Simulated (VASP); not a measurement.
OSZICAR of a VASP run on Tl:

File OSZICAR:
```
       N       E                     dE             d eps       ncg     rms          rms(c)
DAV:   1     0.156184020850E+03    0.15618E+03   -0.22128E+03    44   0.602E+02
DAV:   2     0.202346870762E+02   -0.13595E+03   -0.12388E+03    72   0.128E+02
DAV:   3     0.119332786037E+00   -0.20115E+02   -0.20104E+02    44   0.759E+01
DAV:   4     0.644112665327E-02   -0.11289E+00   -0.11019E+00    56   0.814E+00
DAV:   5     0.495191560458E-02   -0.14892E-02   -0.14881E-02    61   0.939E-01    0.399E+00
DAV:   6    -0.830088065877E-01   -0.87961E-01   -0.33727E-01    44   0.326E+00    0.168E+00
DAV:   7    -0.365106035365E-01    0.46498E-01   -0.35634E-01    50   0.250E+00    0.101E+00
DAV:   8     0.144313821145E-01    0.50942E-01   -0.26652E-02    44   0.782E-01    0.890E-01
DAV:   9     0.304319524769E+00    0.28989E+00   -0.19741E-01    50   0.227E+00    0.451E-01
DAV:  10     0.631971082610E-01   -0.24112E+00   -0.13700E-01    50   0.172E+00    0.264E-01
DAV:  11    -0.573529617720E-01   -0.12055E+00   -0.55239E-02    44   0.112E+00    0.141E-01
DAV:  12    -0.142065798420E+00   -0.84713E-01   -0.41258E-02    44   0.902E-01    0.963E-02
DAV:  13    -0.188232568113E+00   -0.46167E-01   -0.20496E-02    44   0.549E-01    0.684E-02
DAV:  14    -0.204849462216E+00   -0.16617E-01   -0.59721E-03    44   0.282E-01    0.332E-02
DAV:  15    -0.212138125044E+00   -0.72887E-02   -0.10409E-03    44   0.117E-01    0.365E-02
DAV:  16    -0.214400990984E+00   -0.22629E-02   -0.36762E-04    50   0.757E-02    0.395E-02
DAV:  17    -0.214277184225E+00    0.12381E-03   -0.12247E-05    53   0.170E-02    0.382E-02
DAV:  18    -0.217360906178E+00   -0.30837E-02   -0.10625E-03    44   0.118E-01    0.230E-02
DAV:  19    -0.219063487708E+00   -0.17026E-02   -0.44129E-04    50   0.725E-02    0.149E-02
DAV:  20    -0.219817286292E+00   -0.75380E-03   -0.86172E-05    56   0.355E-02    0.113E-02
DAV:  21    -0.221029890281E+00   -0.12126E-02   -0.23575E-04    44   0.546E-02    0.892E-03
DAV:  22    -0.221245072757E+00   -0.21518E-03   -0.20113E-05    56   0.179E-02    0.925E-03
DAV:  23    -0.221191409121E+00    0.53664E-04   -0.63524E-06    44   0.127E-02    0.829E-03
DAV:  24    -0.221268677400E+00   -0.77268E-04   -0.93606E-06    50   0.181E-02    0.553E-03
DAV:  25    -0.221472275120E+00   -0.20360E-03   -0.32775E-05    56   0.213E-02    0.327E-03
DAV:  26    -0.221550883984E+00   -0.78609E-04   -0.13316E-05    56   0.128E-02    0.181E-03
DAV:  27    -0.221609871669E+00   -0.58988E-04   -0.47301E-06    44   0.779E-03    0.128E-03
DAV:  28    -0.221644355955E+00   -0.34484E-04   -0.47414E-06    47   0.778E-03    0.793E-04
DAV:  29    -0.221670990612E+00   -0.26635E-04   -0.20110E-06    47   0.534E-03    0.584E-04
DAV:  30    -0.221692403739E+00   -0.21413E-04   -0.13500E-06    53   0.428E-03    0.467E-04
DAV:  31    -0.221703226031E+00   -0.10822E-04   -0.49506E-07    50   0.307E-03    0.404E-04
DAV:  32    -0.221714044699E+00   -0.10819E-04   -0.16045E-07    50   0.230E-03    0.359E-04
DAV:  33    -0.221720040472E+00   -0.59958E-05   -0.11283E-07    50   0.199E-03    0.356E-04
DAV:  34    -0.221722682374E+00   -0.26419E-05   -0.15367E-07    56   0.227E-03    0.351E-04
DAV:  35    -0.221723277552E+00   -0.59518E-06   -0.11215E-07    53   0.177E-03
   1 F= -.22172328E+00 E0= -.22172328E+00  d E =-.134098E-30  mag=     1.0000
```

Which electronic solver shows in the log?

It is blocked Davidson (ALGO = Normal, or the opening steps of other solvers). The INCAR had ALGO = Normal.

How was spin treated?

Collinear spin (ISPIN = 2): the summary line carries one mag value, 1.00 μB in the cell.

Can the final energy be trusted as converged?

The run converged. It stopped with EDIFF = 1E-6, NELM = 100 (PBE GGA, plane waves, VASP's PBE PAW potentials (set 64)). The atom may not be in its lowest state.

The cell is a free atom in a box. The total moment is imposed (NUPDOWN), so this need not be the lowest spin state.
